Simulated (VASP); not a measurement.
All values below come from PBEsol GGA, VASP's PBE PAW potentials (set 64) (plane waves; VASP 6.6.1).

Input for VASP

File POSCAR:
```
PbF2
1
    0.0000000000     2.9468787890     2.9468787890
    2.9468787890     0.0000000000     2.9468787890
    2.9468787890     2.9468787890     0.0000000000
Pb F
1 2
Direct
  0.0000000000   0.0000000000   0.0000000000
  0.2500000000   0.2500000000   0.2500000000
  0.7500000000   0.7500000000   0.7500000000
```

INCAR:
```
EDIFF = 1E-7   # SCF stop (eV)
LASPH = .TRUE.
ALGO = Normal
NEDOS = 601   # DOS grid
LREAL = .FALSE.   # projection in real space or not
ISIF = 2   # forces and stress, cell fixed
PREC = Accurate
ENCUT = 520
LWAVE = .FALSE.
GGA = PS   # PBEsol
ISMEAR = -5
LMAXMIX = 4   # l cut-off of mixed one-centre charges
NELM = 100   # most electronic steps
LORBIT = 11
SYSTEM = PbF2
LCHARG = .TRUE.
```

KPOINTS:
```
Automatic mesh
0
Gamma
9 9 9
0 0 0
```

POTCAR, in this order: Pb_d F (PBE.64 set). Program: vasp_std.

The resulting files:

**OSZICAR**
```
       N       E                     dE             d eps       ncg     rms          rms(c)
DAV:   1     0.304504055422E+03    0.30450E+03   -0.15047E+04  1264   0.178E+03
DAV:   2     0.964084772834E+01   -0.29486E+03   -0.28548E+03  1516   0.457E+02
DAV:   3    -0.157724944748E+02   -0.25413E+02   -0.25182E+02  1448   0.149E+02
DAV:   4    -0.165151671082E+02   -0.74267E+00   -0.74155E+00  1386   0.269E+01
DAV:   5    -0.165400492450E+02   -0.24882E-01   -0.24881E-01  1474   0.497E+00    0.712E+00
DAV:   6    -0.149619148649E+02    0.15781E+01   -0.84511E+00  1638   0.251E+01    0.261E+00
DAV:   7    -0.149454825188E+02    0.16432E-01   -0.37251E-01  1268   0.432E+00    0.148E+00
DAV:   8    -0.149371580854E+02    0.83244E-02   -0.88891E-02  1268   0.368E+00    0.459E-01
DAV:   9    -0.149350753277E+02    0.20828E-02   -0.17242E-02  1436   0.102E+00    0.941E-02
DAV:  10    -0.149363517880E+02   -0.12765E-02   -0.16940E-03  1260   0.420E-01    0.251E-02
DAV:  11    -0.149363614696E+02   -0.96816E-05   -0.93779E-05  1354   0.108E-01    0.118E-02
DAV:  12    -0.149363790456E+02   -0.17576E-04   -0.52114E-05  1332   0.740E-02    0.103E-02
DAV:  13    -0.149363775536E+02    0.14920E-05   -0.16551E-05  1410   0.470E-02    0.206E-03
DAV:  14    -0.149363776152E+02   -0.61576E-07   -0.91417E-07  1276   0.715E-03
   1 F= -.14936378E+02 E0= -.14936378E+02  d E =0.000000E+00
```

File OUTCAR:
```
------------------------ aborting loop because EDIFF is reached ----------------------------------------
  FORCE on cell =-STRESS in cart. coord.  units (eV):
  Direction    XX          YY          ZZ          XY          YZ          ZX
  --------------------------------------------------------------------------------------
  Total       -0.0089209     -0.0089209     -0.0089209     -0.0000000      0.0000000      0.0000000
  in kB       -0.2792554     -0.2792554     -0.2792554     -0.0000000      0.0000000      0.0000000
  external PRESSURE =      -0.2792554 kB  Pullay stress =       0.0000000 kB
  volume of cell :       51.18
      direct lattice vectors                 reciprocal lattice vectors
     0.000000000  2.946878789  2.946878789    -0.169671044  0.169671044  0.169671044
     2.946878789  0.000000000  2.946878789     0.169671044 -0.169671044  0.169671044
     2.946878789  2.946878789  0.000000000     0.169671044  0.169671044 -0.169671044
 POSITION                                       TOTAL-FORCE (eV/Angst)
 -----------------------------------------------------------------------------------
      0.00000      0.00000      0.00000        -0.000000      0.000000     -0.000000
      1.47344      1.47344      1.47344        -0.000000     -0.000000     -0.000000
      4.42032      4.42032      4.42032         0.000000      0.000000      0.000000
 -----------------------------------------------------------------------------------
    total drift:                                0.000000     -0.000000      0.000000
  FREE ENERGIE OF THE ION-ELECTRON SYSTEM (eV)
  ---------------------------------------------------
  free  energy   TOTEN  =       -14.9363776152 eV

  energy  without entropy=      -14.9363776152  energy(sigma->0) =      -14.93637762

 total charge

# of ion       s       p       d       tot
------------------------------------------
    1        1.542   0.299   9.866  11.707
    2        1.740   4.311   0.000   6.052
    3        1.740   4.311   0.000   6.052
--------------------------------------------------
tot          5.022   8.922   9.866  23.810
```
(Selected blocks of OUTCAR.)

The compound is PbF2 in the fluorite structure, the β form. It was relaxed first.
